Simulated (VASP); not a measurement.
The system is GdN.

```xyz
2
Lattice="0.0000 2.5350 2.5350 2.5350 0.0000 2.5350 2.5350 2.5350 0.0000" Properties=species:S:1:pos:R:3 pbc="T T T"
Gd    0.0000    0.0000    0.0000
N     2.5350    2.5350    2.5350
```

The cell comes from a database or a generator and needn't be the stable form of this composition.

Base run:

| Item | Value |
| --- | --- |
| Program | VASP 6.6.1 |
| Functional | PBE |
| Potentials or basis | VASP PAW PBE potentials, release 64 (Gd, N) |
| Cutoff | 520 eV |
| k mesh | 10 × 10 × 10 |
| Occupations | fermi-dirac, width 0.05 eV |
| Spin | collinear spin, ferromagnetic start |
| Starting moments | [7.0, 0.0] μB |

Its results: pressure -6.8 GPa; net moment 7.00 μB per cell; site moments Gd +6.80; N -0.08 μB.

Q: The run is repeated on the same cell with these changes: hubbard terms from none to Gd f U = 4 eV. What comes out?

A: Pressure -5.7 GPa; net moment 7.00 μB per cell; site moments Gd +6.86; N -0.11 μB.

Caveats: a cell with one magnetic atom can't hold antiferromagnetic order, which such compounds often take.
